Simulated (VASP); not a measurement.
# A VASP study of SiSnGe (optB86b-vdW): structure first, properties next

What structure does SiSnGe take at this level, and what are its properties? The steps: rough relaxation of the start cell, relaxing cell and atoms (optB86b-vdW), second relaxation, density, ELF and potential (optB86b-vdW), bands along the symmetry lines (optB86b-vdW), density of states (optB86b-vdW), zone-centre phonons (optB86b-vdW), band structure (optB86b-vdW + SOC), total and projected DOS (optB86b-vdW) with a changed input and self-consistent run (optB86b-vdW) with a changed input. The cell is invented: it takes the structure of a Materials Project entry for SrSiGe (space group 187 there), with some of its atoms replaced by other elements, volume scaled by an estimate. It may not be a known or stable phase.

Calculated with VASP 6.6.1; optB86b-vdW; plane waves and PAW (Sn_d, Ge_d, Si), in the first sound run; inputs show where later runs differ.

Most raw output is cut from this account.

The structure was built from a prototype and need not be the compound's stable phase.

### Step 1. Starting point

Before any relaxation, the start is as follows. Symmetry: P-6m2, No. 187, hexagonal system. The conventional cell has a = 4.307 Å, b = 4.307 Å, c = 4.503 Å, α = 90.00°, β = 90.00°, γ = 120.00°. Sn has 6 Ge at 3.35 Å and 6 Si at 3.35 Å nearest. Nearest to Ge lie 3 Si at 2.49 Å and 6 Sn at 3.35 Å. Si has 3 Ge at 2.49 Å nearest. It derives from SrSiGe. It takes the structure of a Materials Project entry for SrSiGe (space group 187 there), with some of its atoms replaced by other elements, volume scaled by an estimate. Farther neighbours are not listed.

As a file:

```cif
data_structure
_symmetry_space_group_name_H-M 'P 1'
_symmetry_Int_Tables_number 1
_cell_length_a 4.3070
_cell_length_b 4.3070
_cell_length_c 4.5030
_cell_angle_alpha 90.000
_cell_angle_beta 90.000
_cell_angle_gamma 120.000
_cell_volume 72.34
loop_
_atom_site_label
_atom_site_type_symbol
_atom_site_fract_x
_atom_site_fract_y
_atom_site_fract_z
_atom_site_occupancy
Sn1 Sn 0.66667 0.33333 0.00000 1
Ge2 Ge 0.00000 0.00000 0.50000 1
Si3 Si 0.33333 0.66667 0.50000 1
```

### Step 2. Rough relaxation of the start cell

The start is only an estimate, so a cheap relaxation brings it near a minimum before any careful run. optB86b-vdW pairs nonlocal correlation with a less repulsive exchange of B86b form. LUSE_VDW switches on a nonlocal correlation term for dispersion.

The input, INCAR:

```
SYSTEM = SiSnGe
PREC = Normal
ENCUT = 410
EDIFF = 1E-05
NELM = 60
ISMEAR = 0
SIGMA = 0.05
LREAL = .FALSE.
ALGO = Fast
GGA = MK
AGGAC = 0
LUSE_VDW = .TRUE.
PARAM1 = 0.1234
PARAM2 = 1
LASPH = .TRUE.
NBANDS = 22
LORBIT = 11
LWAVE = .FALSE.
LCHARG = .FALSE.
IBRION = 2
NSW = 40
ISIF = 3
EDIFFG = -0.04
```

The input, POSCAR:

```
SiSnGe
1.0
    4.3069660000      0.0000000000      0.0000000000
   -2.1534830000      3.7299420000      0.0000000000
    0.0000000000      0.0000000000      4.5030370000
Sn Ge Si
1 1 1
Direct
    0.6666666700      0.3333333300      0.0000000000
    0.0000000000      0.0000000000      0.5000000000
    0.3333333300      0.6666666700      0.5000000000
```

The input, KPOINTS:

```
Automatic mesh
0
Gamma
5 5 4
0 0 0
```

PAW data sets: Sn_d, Ge_d and Si (PBE family, release 64).

Launch:

```bash
> mpirun -np 1 vasp_std
```

Elapsed: 4.6 min, on 1 MPI rank of AMD EPYC 7R43, shared host; peak memory 0.24 GiB.

The k-mesh is coarse for a metal. This relaxation is a rough one on cheap settings, only to bring the start near its minimum. The PAW data sets were made with PBE, which is usual practice but a small mismatch for other functionals. The run keeps the 12 symmetry operations of its start, so it cannot find a distortion of lower symmetry.

Relaxation path:

```csv
step,energy less that of the first step (eV),largest force (eV/Å),pressure (GPa),volume (Å³)
1,0.0000,0.0000,-2.85,72.34
2,-0.0534,0.0000,-0.35,67.93
3,-0.0565,0.0000,0.52,66.73
4,-0.0565,0.0000,0.10,66.95
5,-0.0669,0.0000,1.16,66.51
6,-0.0669,0.0000,1.25,66.50
7,-0.0721,0.0000,-0.10,68.03
8,-0.0724,0.0000,0.15,67.71
9,-0.0724,0.0000,0.21,67.69
10,-0.0726,0.0000,0.09,67.84
```

```csv
"conventional cell, symmetrised",before,after,change
a (Å),4.307,4.152,-3.6 %
b (Å),4.307,4.152,-3.6 %
c (Å),4.503,4.545,+0.9 %
volume (Å³/atom),24.11,22.61,-6.2 %
```

The relaxed structure:

```xyz
3
Lattice="4.1516 0.0000 0.0000 -2.0758 3.5954 0.0000 0.0000 0.0000 4.5451" Properties=species:S:1:pos:R:3 pbc="T T T"
Sn    2.0758    1.1985    0.0000
Ge    0.0000    0.0000    2.2725
Si    0.0000    2.3969    2.2725
```

Numbers from this step:

* electrons: 32
* bands: 22
* irreducible k-points: 15
* symmetry operations: 12
* free energy (TOTEN): -5.066 eV
* energy at zero smearing: -5.064 eV
* Fermi energy: 7.217 eV
* pressure: 0.08686 GPa
* metallic, judged on the points sampled: yes
* SCF cycles over all ionic steps: 76

It ends with forces that vanish by symmetry and a pressure of 0.09 GPa.

### Step 3. Relaxing cell and atoms (optB86b-vdW)

Properties are meant for the cell that this level of theory prefers, so cell and atoms are relaxed first (ISIF = 3) until forces and stress are small; EDIFFG sets the threshold.

The input, INCAR:

```
SYSTEM = SiSnGe
PREC = Accurate
ENCUT = 410
EDIFF = 1E-06
NELM = 100
ISMEAR = 0
SIGMA = 0.05
LREAL = .FALSE.
ALGO = Normal
GGA = MK
AGGAC = 0
LUSE_VDW = .TRUE.
PARAM1 = 0.1234
PARAM2 = 1
LASPH = .TRUE.
NBANDS = 22
LORBIT = 11
LWAVE = .FALSE.
LCHARG = .FALSE.
IBRION = 2
NSW = 60
ISIF = 3
EDIFFG = -0.01
```

The input, POSCAR:

```
SiSnGe
1.0
    4.1515718391      0.0000000000      0.0000000000
   -2.0757859196      3.5953667058      0.0000000000
    0.0000000000      0.0000000000      4.5450825020
Sn Ge Si
1 1 1
Direct
    0.6666666700      0.3333333300      0.0000000000
    0.0000000000      0.0000000000      0.5000000000
    0.3333333300      0.6666666700      0.5000000000
```

The input, KPOINTS:

```
Automatic mesh
0
Gamma
6 6 5
0 0 0
```

Launch:

```bash
> mpirun -np 1 vasp_std
```

Run time: 11 min. Hardware: 1 MPI rank; peak memory 0.34 GiB.

After so large a change of volume the plane waves of the start cell no longer fit, so the final stress carries a basis-set error.

Relaxation path:

```csv
step,energy less that of the first step (eV),largest force (eV/Å),pressure (GPa),volume (Å³)
1,0.0000,0.0000,0.72,67.84
2,-0.0076,0.0000,-0.14,68.84
3,-0.0088,0.0000,-0.69,69.44
4,-0.0158,0.0000,-0.56,69.18
5,-0.0699,0.0000,-0.51,68.31
6,-0.1192,0.0000,-0.44,66.24
7,-0.1312,0.0000,1.59,60.68
8,10.8142,0.0000,117.60,43.32
9,-0.1357,0.0000,1.82,60.44
10,-0.1365,0.0000,2.25,59.98
11,-0.1322,0.0000,-2.18,64.47
12,-0.1501,0.0000,0.05,61.99
```

```csv
cell as run,before,after,change
a (Å),4.152,4.683,+12.8 %
b (Å),4.152,4.683,+12.8 %
c (Å),4.545,3.264,-28.2 %
volume (Å³/atom),22.61,20.66,-8.6 %
```

The relaxed structure:

```cif
data_structure
_symmetry_space_group_name_H-M 'P 1'
_symmetry_Int_Tables_number 1
_cell_length_a 4.6828
_cell_length_b 4.6828
_cell_length_c 3.2642
_cell_angle_alpha 90.000
_cell_angle_beta 90.000
_cell_angle_gamma 120.000
_cell_volume 61.99
loop_
_atom_site_label
_atom_site_type_symbol
_atom_site_fract_x
_atom_site_fract_y
_atom_site_fract_z
_atom_site_occupancy
Sn1 Sn 0.66667 0.33333 0.00000 1
Ge2 Ge 0.00000 0.00000 0.50000 1
Si3 Si 0.33333 0.66667 0.50000 1
```

This step gave:

- irreducible k-points: 21
- free energy (TOTEN): -5.043 eV
- energy at zero smearing: -5.042 eV
- Fermi energy: 7.744 eV
- pressure: 0.05117 GPa
- SCF cycles over all ionic steps: 104

It ends with forces that vanish by symmetry and a pressure of 0.05 GPa.

### Step 4. Second relaxation

The basis stayed that of the start cell while the cell moved. A rerun from the cell reached resets it; the error of the finite cutoff stays. The mesh changes with the cell too.

INCAR is that of step 3.

The input, POSCAR:

```
SiSnGe
1.0
    4.6828230043      0.0000000000      0.0000000000
   -2.3414115022      4.0554437214      0.0000000000
    0.0000000000      0.0000000000      3.2641838224
Sn Ge Si
1 1 1
Direct
    0.6666666700      0.3333333300      0.0000000000
    0.0000000000      0.0000000000      0.5000000000
    0.3333333300      0.6666666700      0.5000000000
```

The input, KPOINTS:

```
Automatic mesh
0
Gamma
6 6 7
0 0 0
```

Launch:

```bash
> mpirun -np 1 vasp_std
```

Elapsed: 6.7 min, on 1 MPI rank; peak memory 0.33 GiB.

The steps of the relaxation:

```csv
step,energy less that of the first step (eV),largest force (eV/Å),pressure (GPa),volume (Å³)
1,0.0000,0.0000,0.24,61.99
2,-0.0112,0.0000,-0.03,62.26
3,-0.0248,0.0000,-0.63,63.00
4,-0.0247,0.0000,-0.57,62.95
5,-0.0248,0.0000,-0.61,62.98
6,-0.0240,0.0000,0.56,61.94
7,-0.0258,0.0000,-0.11,62.54
8,-0.0260,0.0000,0.06,62.39
9,-0.0260,0.0000,-0.03,62.42
```

```csv
"conventional cell, symmetrised",before,after,change
a (Å),4.683,4.595,-1.9 %
b (Å),4.683,4.595,-1.9 %
c (Å),3.264,3.414,+4.6 %
volume (Å³/atom),20.66,20.81,+0.7 %
```

Final coordinates:

```
Sn Ge Si
1.0
     4.59464    0.00000    0.00000
    -2.29732    3.97908    0.00000
     0.00000    0.00000    3.41399
Sn Ge Si
1 1 1
Direct
  0.66667 0.33333 0.00000
  0.00000 0.00000 0.50000
  0.33333 0.66667 0.50000
```

Numbers from this step:

```yaml
irreducible_k_points: 28
free_energy_toten: -5.072 eV
energy_at_zero_smearing: -5.072 eV
fermi_energy: 7.678 eV
pressure: -0.03369 GPa
scf_cycles_over_all_ionic_steps: 60
```

It ends with forces that vanish by symmetry and a pressure of -0.03 GPa.

### Step 5. Density, ELF and potential (optB86b-vdW)

The relaxed cell gets a fresh self-consistent run, on a basis set for its own volume, to fix the density and to check the remaining stress.

Edit INCAR of step 4 so:

```diff
@@ -18,6 +18,5 @@
 LWAVE = .FALSE.
-LCHARG = .FALSE.
-IBRION = 2
-NSW = 60
-ISIF = 3
-EDIFFG = -0.01
+LCHARG = .TRUE.
+ISIF = 2
+LELF = .TRUE.
+LVHAR = .TRUE.
```

The input, POSCAR:

```
SiSnGe
1.0
    4.5946423539      0.0000000000      0.0000000000
   -2.2973211770      3.9790770359      0.0000000000
    0.0000000000      0.0000000000      3.4139887757
Sn Ge Si
1 1 1
Direct
    0.6666666700      0.3333333300      0.0000000000
    0.0000000000      0.0000000000      0.5000000000
    0.3333333300      0.6666666700      0.5000000000
```

KPOINTS is that of step 4.

Launch:

```bash
> mpirun -np 1 vasp_std
```

Wall time 52 s (1 MPI rank); peak memory 0.29 GiB.

Numbers from this step:

- SCF cycles: 12
- free energy (TOTEN): -5.073 eV
- pressure: -0.02084 GPa

Valence electrons inside each PAW sphere by angular momentum. Sphere charges, by row:

```csv
atom,s (e),p (e),d (e),tot (e)
Sn1,1.298,0.868,10,12.17
Ge2,1.249,0.977,10.03,12.25
Si3,0.868,0.679,0,1.547
```

ELF in the ab plane at fractional z = 0.500, with atoms of Ge and Si within 0.2 Å of it. It is the smooth field of the valence electrons, not physical close to the nuclei.

Values, 14 rows by 14 columns, each cell a mean:
```
0.25 0.37 0.51 0.53 0.55 0.58 0.61 0.61 0.57 0.54 0.51 0.51 0.32 0.23
0.40 0.51 0.56 0.66 0.72 0.71 0.70 0.73 0.72 0.63 0.54 0.51 0.39 0.31
0.49 0.55 0.67 0.78 0.74 0.58 0.62 0.76 0.77 0.65 0.53 0.49 0.48 0.47
0.47 0.60 0.76 0.72 0.45 0.28 0.53 0.76 0.73 0.56 0.45 0.41 0.41 0.41
0.44 0.64 0.73 0.51 0.24 0.25 0.57 0.73 0.60 0.39 0.32 0.30 0.30 0.32
0.46 0.66 0.67 0.48 0.38 0.50 0.67 0.63 0.40 0.24 0.20 0.19 0.20 0.25
0.48 0.67 0.73 0.71 0.71 0.71 0.62 0.42 0.24 0.19 0.19 0.19 0.19 0.26
0.46 0.65 0.77 0.79 0.75 0.62 0.41 0.26 0.20 0.21 0.22 0.21 0.20 0.26
0.43 0.60 0.70 0.68 0.57 0.39 0.24 0.20 0.22 0.24 0.24 0.21 0.20 0.25
0.46 0.55 0.58 0.54 0.43 0.27 0.19 0.20 0.23 0.24 0.23 0.19 0.20 0.29
0.48 0.52 0.52 0.47 0.39 0.25 0.18 0.20 0.22 0.22 0.19 0.19 0.27 0.39
0.44 0.42 0.47 0.46 0.38 0.25 0.18 0.19 0.20 0.19 0.19 0.28 0.40 0.47
0.25 0.24 0.40 0.46 0.38 0.26 0.22 0.23 0.23 0.22 0.28 0.40 0.45 0.35
0.41 0.25 0.43 0.47 0.41 0.34 0.35 0.36 0.35 0.35 0.42 0.47 0.39 0.25
```
Columns run along a (4.6 Å), rows up along b (4.6 Å). Atoms in or near the plane, at fractional coordinates: Ge at (0.00, 0.00), Si at (0.33, 0.67).

Valence density in the ab plane at fractional z = 0.500, with atoms of Ge and Si within 0.2 Å of it. It is the smooth field of the valence electrons, not physical close to the nuclei.

Values in e/Å³, 14 rows by 14 columns, each cell a mean:
```
12  5  1  0  0  0  0  0  0  0  0  1  6 13
 4  1  0  0  0  0  0  0  0  0  0  1  4  6
 1  0  0  0  0  0  0  0  0  0  0  1  1  1
 0  0  0  0  0  0  0  0  0  0  0  0  0  0
 0  0  0  0  0  0  0  0  0  0  0  0  0  0
 0  0  0  0  0  0  0  0  0  0  0  0  0  0
 0  0  0  0  0  0  0  0  0  0  0  0  0  0
 0  0  0  0  0  0  0  0  0  0  0  0  0  0
 0  0  0  0  0  0  0  0  0  0  0  0  0  0
 0  0  0  0  0  0  0  0  0  0  0  0  0  0
 0  1  1  0  0  0  0  0  0  0  0  0  0  0
 3  4  2  1  0  0  0  0  0  0  0  0  0  1
11  9  4  1  0  0  0  0  0  0  0  0  1  5
17 11  3  0  0  0  0  0  0  0  0  1  4 12
```
Columns run along a (4.6 Å), rows up along b (4.6 Å). Atoms in or near the plane, at fractional coordinates: Ge at (0.00, 0.00), Si at (0.33, 0.67).

Electrostatic potential energy in the ab plane at fractional z = 0.500, with atoms of Ge and Si within 0.2 Å of it. With pseudopotentials it is smooth inside the atoms' cores, unlike the true potential.

Ten even steps from '0' (-80 eV) to '9' (2 eV), each cell a mean:
```
34799999999642
57998778999644
89985236899766
99840016999999
99710027999999
98500169999999
98644799999999
99888999999999
99999999999999
99999999999999
87899999999999
55589999999997
33579999999974
23589999999853
```
Columns run along a (4.6 Å; values clipped at the 3rd and 97th percentile), rows up along b (4.6 Å). Atoms in or near the plane, at fractional coordinates: Ge at (0.00, 0.00), Si at (0.33, 0.67).

In this run the pressure is -0.02 GPa, small enough to go on; single stress components reach 0.03 GPa.

### Step 6. Bands along the symmetry lines (optB86b-vdW)

The mesh alone shows little of the dispersion and can miss band extrema, so KPOINTS_OPT adds a path through the symmetry points after the self-consistent cycle.

Edit INCAR of step 5 so:

```diff
@@ -15,8 +15,5 @@
 LASPH = .TRUE.
-NBANDS = 22
+NBANDS = 29
 LORBIT = 11
 LWAVE = .FALSE.
-LCHARG = .TRUE.
-ISIF = 2
-LELF = .TRUE.
-LVHAR = .TRUE.
+LCHARG = .FALSE.
```

POSCAR is that of step 5.

KPOINTS is that of step 5.

The input, KPOINTS_OPT:

```
Line mode
16
Line-mode
Reciprocal
  0.00000000   0.00000000   0.00000000 GAMMA
  0.50000000   0.00000000   0.00000000 M

  0.50000000   0.00000000   0.00000000 M
  0.33333333   0.33333333   0.00000000 K

  0.33333333   0.33333333   0.00000000 K
  0.00000000   0.00000000   0.00000000 GAMMA

  0.00000000   0.00000000   0.00000000 GAMMA
  0.00000000   0.00000000   0.50000000 A

  0.00000000   0.00000000   0.50000000 A
  0.50000000   0.00000000   0.50000000 L

  0.50000000   0.00000000   0.50000000 L
  0.33333333   0.33333333   0.50000000 H

  0.33333333   0.33333333   0.50000000 H
  0.00000000   0.00000000   0.50000000 A

  0.50000000   0.00000000   0.50000000 L
  0.50000000   0.00000000   0.00000000 M

  0.33333333   0.33333333   0.00000000 K
  0.33333333   0.33333333   0.50000000 H
```

Launch:

```bash
> mpirun -np 1 vasp_std
```

Wall time 2.8 min (1 MPI rank); peak memory 0.31 GiB.

Spin-orbit coupling is off here; it can split and shift levels that hold much weight on Sn by tenths of an eV or more.

This step gave:

```yaml
bands: 29
pressure: 0.002772 GPa
```

Electronic bands along the path, in eV, zero at the Fermi level; # counts the bands kept in this run:

```csv
point,#3,#4,#5,#6,#7,#8,#9,#10
Γ,-3.73,-2.64,-2.64,-2.02,-2.02,-0.09,3.97,5.97
0.47 of the way,-5.14,-4.07,-0.92,0.35,0.44,1.59,4.78,4.79
M,-5.74,-4.76,2.07,2.38,2.45,3.16,3.91,4.43
0.47 of the way,-7.31,-2.89,1.41,2.13,2.21,2.61,4.15,4.53
K,-8.97,-0.47,0.17,0.58,2.66,2.78,3.79,4.50
0.47 of the way,-6.85,-2.29,-1.85,0.83,2.24,2.59,4.32,5.40
Γ,-3.73,-2.64,-2.64,-2.02,-2.02,-0.09,3.97,5.97
0.47 of the way,-3.54,-2.24,-2.24,-1.44,-1.25,-1.25,3.46,4.60
A,-2.52,-1.61,-1.61,0.39,0.56,0.94,1.33,1.33
0.53 of the way,-5.36,-2.69,-2.29,-1.96,-0.22,0.48,1.76,3.31
L,-6.40,-4.65,-2.66,-2.63,-0.71,0.04,4.72,5.70
0.47 of the way,-6.29,-4.47,-4.42,-2.32,-0.46,1.98,3.79,4.35
H,-6.08,-5.35,-3.89,-3.78,1.92,2.46,2.97,4.38
0.47 of the way,-5.62,-3.70,-2.84,-1.69,0.02,0.67,2.15,3.66
A,-2.52,-1.61,-1.61,0.39,0.56,0.94,1.33,1.33
jump to L,-6.40,-4.65,-2.66,-2.63,-0.71,0.04,4.72,5.70
0.47 of the way,-5.36,-3.92,-2.36,-1.85,1.71,2.21,4.19,4.60
M,-5.74,-4.76,2.07,2.38,2.45,3.16,3.91,4.43
jump to K,-8.97,-0.47,0.17,0.58,2.66,2.78,3.79,4.50
0.47 of the way,-8.31,-1.77,-1.21,-1.03,1.07,1.33,1.68,6.42
H,-6.08,-5.35,-3.89,-3.78,1.92,2.46,2.97,4.38
```

Of the projections kept (Sn, Ge, Si), the largest for each band there, as a share of the weight inside these atoms' spheres; weight between the spheres isn't counted:

```csv
point,#3,#4,#5,#6,#7,#8,#9,#10
Γ,Si 0.53,Ge 0.61,Ge 0.61,Sn 0.67,Sn 0.67,Ge 0.38,Sn 0.55,Ge 0.53
M,Sn 0.42,Ge 0.40,Ge 0.49,Ge 0.39,Sn 0.46,Sn 0.58,Sn 0.62,Ge 0.55
K,Si 0.73,Sn 0.37,Sn 0.40,Sn 0.36,Si 0.91,Ge 0.95,Sn 0.94,Sn 0.51
Γ,Si 0.53,Ge 0.61,Ge 0.61,Sn 0.67,Sn 0.67,Ge 0.38,Sn 0.55,Ge 0.53
A,Ge 0.54,Ge 0.61,Ge 0.61,Sn 0.75,Sn 0.65,Ge 0.65,Sn 0.98,Sn 0.98
L,Sn 0.95,Sn 0.43,Ge 0.55,Sn 0.43,Ge 0.39,Sn 0.92,Si 0.41,Ge 0.60
```

There is no gap at this level.

### Step 7. Density of states (optB86b-vdW)

A density of states needs more k-points than a total energy, and tetrahedra (ISMEAR = -5) or a smearing that fits the mesh; LORBIT projects the states on the PAW spheres. The mesh is finer than in the run before.

Edit INCAR of step 6 so:

```diff
@@ -5,3 +5,3 @@
 NELM = 100
-ISMEAR = 0
+ISMEAR = -5
 SIGMA = 0.05
@@ -19 +19,2 @@
 LCHARG = .FALSE.
+NEDOS = 2001
```

POSCAR is that of step 6.

The input, KPOINTS:

```
Automatic mesh
0
Gamma
8 8 10
0 0 0
```

Launch:

```bash
> mpirun -np 1 vasp_std
```

It took 1.7 min on 1 MPI rank; peak memory 0.34 GiB.

With tetrahedra the forces and stress of a metal are not exact derivatives of the energy.

Numbers from this step:

| Quantity | Value |
| --- | --- |
| SCF cycles | 14 |
| irreducible k-points | 60 |
| free energy (TOTEN) | -5.072 eV |
| Fermi energy | 7.759 eV |
| pressure | 0.4407 GPa |
| DOS at the Fermi level, one point of the energy grid | 1.644 states/eV/cell |

The density of states has structure finer than the step of the table below, so its rows give means over 1 eV, whole bins alone (the curve runs from -12.0 to 8.00 eV). Peaks (eV: height): total 3.9: 1.95, 4.5: 3.14, 5.8: 2.53, 6.3: 2.11; Sn p 1.0: 0.349, 4.5: 0.465, 5.8: 0.471, 6.3: 0.363; Ge p 3.9: 0.271, 4.5: 0.475, 5.8: 0.356, 6.3: 0.336; Si p 3.9: 0.226, 4.5: 0.354, 5.8: 0.278, 6.3: 0.264; Sn s -10.5: 0.0897, -7.0: 0.412, -6.4: 0.395, -3.1: 0.100.

States under -12.0 eV and over 8.0 eV are left out. Table of density of states by energy, zero at the Fermi level; means over each step; values in states/eV/cell:

```csv
energy (eV),total,Sn p,Ge p,Si p,Sn s,Si s,Ge s
-11,0.601,0.0132,0.00646,0.00629,0.0731,0.0591,0.151
-10,0.743,0.0223,0.00914,0.0116,0.0553,0.0684,0.230
-9,0.782,0.0195,0.0246,0.0150,0.0876,0.0834,0.188
-8,0.743,0.0220,0.0373,0.0172,0.134,0.0887,0.0914
-7,1.17,0.0272,0.0553,0.0284,0.291,0.121,0.130
-6,1.18,0.0234,0.0477,0.0249,0.288,0.158,0.146
-5,0.474,0.0226,0.0306,0.0191,0.0593,0.0713,0.0565
-4,1.17,0.136,0.146,0.0979,0.0550,0.0453,0.0394
-3,1.32,0.136,0.186,0.129,0.0780,0.0286,0.0328
-2,1.38,0.162,0.174,0.123,0.0685,0.0452,0.0454
-1,1.42,0.181,0.172,0.132,0.0495,0.0502,0.0537
0,1.63,0.225,0.205,0.168,0.0466,0.0440,0.0486
1,1.62,0.277,0.203,0.156,0.0319,0.0399,0.0352
2,1.57,0.273,0.196,0.161,0.0306,0.0368,0.0367
3,1.51,0.244,0.203,0.166,0.0353,0.0369,0.0344
4,1.81,0.269,0.256,0.207,0.0388,0.0276,0.0249
5,1.88,0.302,0.287,0.219,0.0255,0.0230,0.0177
6,2.03,0.353,0.301,0.239,0.0137,0.0161,0.0129
7,1.30,0.173,0.168,0.135,0.00963,0.00927,0.00795
```

The finer mesh and the other smearing move the Fermi level by +0.08 eV from the 6×6×7 run, one measure of the sampling error in the zero of the bands above. Of the states within 0.3 eV of the Fermi level, the largest shares in the PAW spheres are Sn p 13 %, Ge p 13 % and Si p 10 %. The rest lies in smaller channels or between the spheres.

### Step 8. Zone-centre phonons (optB86b-vdW)

Zone-centre modes test whether the atoms sit at a minimum within this cell. IBRION = 6 takes the force constants from differences of forces between displaced cells, so the forces must be tight.

The input, INCAR:

```
SYSTEM = SiSnGe
PREC = Accurate
ENCUT = 410
EDIFF = 1E-08
NELM = 100
ISMEAR = 1
SIGMA = 0.2
LREAL = .FALSE.
ALGO = Normal
GGA = MK
AGGAC = 0
LUSE_VDW = .TRUE.
PARAM1 = 0.1234
PARAM2 = 1
LASPH = .TRUE.
NBANDS = 22
LORBIT = 11
LWAVE = .FALSE.
LCHARG = .FALSE.
IBRION = 6
NFREE = 2
POTIM = 0.015
ISIF = 2
NSW = 1
```

POSCAR is that of step 7.

The input, KPOINTS:

```
Automatic mesh
0
Gamma
10 10 11
0 0 0
```

Launch:

```bash
> mpirun -np 1 vasp_std
```

Wall time 26 min (1 MPI rank); peak memory 0.69 GiB.

The last energy, forces, stress and levels in OUTCAR belong to the last displaced cell, not to the cell of POSCAR.

Numbers from this step:

- bands: 22
- irreducible k-points: 84
- pressure of the cell: 0.3891 GPa
- largest force of the cell: 0 eV/Å

The modes at Γ (shares of kinetic energy by element, %):

```csv
mode,frequency (cm⁻¹),symmetry,Sn %,Ge %,Si %
1,-0.9,acoustic,53,35,12
2,-0.8,acoustic,53,34,13
3,-0.8,acoustic,53,34,13
4,40.0,A2'',2,39,59
5,86.3,E',47,39,14
6,86.3,E',47,39,14
7,100.1,A2'',45,26,29
8,213.2,E',0,27,73
9,213.2,E',0,27,73
```

Displacements in mode 4 (40.0 cm⁻¹), the largest set to 1:
```
Sn1  0.00  0.00 -0.08
Ge2  0.00  0.00  0.50
Si3  0.00  0.00 -1.00
```

Displacements in mode 6 (86.3 cm⁻¹), the largest set to 1:
```
Sn1  0.00  0.85  0.00
Ge2  0.00 -1.00  0.00
Si3  0.00 -0.96  0.00
```

The three acoustic modes lie within 0.9 cm⁻¹ of zero, and no other lies below -15 cm⁻¹; the softest, at 40 cm⁻¹, is too soft for its sign to be sure. By the characters of their eigenvectors the optical modes sort into (cm⁻¹) Raman active: E' 86, E' 213; infrared active: A2'' 40, E' 86, A2'' 100, E' 213.

[end of part 1 of 2]

[Lines on the potential files, build, host, timing and source positions are cut from VASP's logs without a mark.]

[Logs are printed without paths, hosts, clocks, repeated set-up lines and the standing remarks that a program may print on its own settings, such as how far it seeks lower states.]

[Hosts, paths, dates, database ids (printed as entryN), source tags and the programs' standing remarks are cut or masked in the printed files.]

[A measured line is paired with the nearest computed mode of its activity, which favours agreement.]

[In band tables of VASP the shares of atoms and orbitals are scaled to a sum of 1 inside the atoms' spheres.]
